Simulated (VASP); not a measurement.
Here is the system:

```
Be4Se3Te
1.0
    0.00000     2.63105     2.63105
    2.63105     0.00000     2.63105
   10.51678    10.51678     0.00743
Be Te Se
4 1 3
Cartesian
 10.42056  10.42056   0.10365
  5.35106   5.35106   5.17315
  7.91777   7.91777   5.23750
  7.86111   7.86111   0.03205
  1.31887   1.31887   1.31218
  4.00032   4.00032   1.26179
  6.57392   6.57392   1.31924
  9.14588   9.14588   1.37834
```

These are PBEsol GGA, VASP's PBE PAW potentials (set 64) (plane waves; VASP 6.6.1) values and carry that method's errors. Run with 400 eV cut-off, Gaussian smearing of 0.050 eV, potentials Be Te Se.

Unless said otherwise, spin-orbit coupling is left out, though it shifts the bands of the heavy elements here.

**Question.** Predict the band gap (along the path) with the smallest direct gap where there is one.

**Answer.** 
```
Item                                    Value
------------------------------------  -------
band gap (along the path)             1.43 eV
smallest direct gap (along the path)  2.65 eV
```

The absolute energy has meaning only against runs of the same code, potentials and settings.

The structure was generated: Be4Se3Te was put into an ordered model structure (R3m), which need not be its known phase. It was relaxed first.
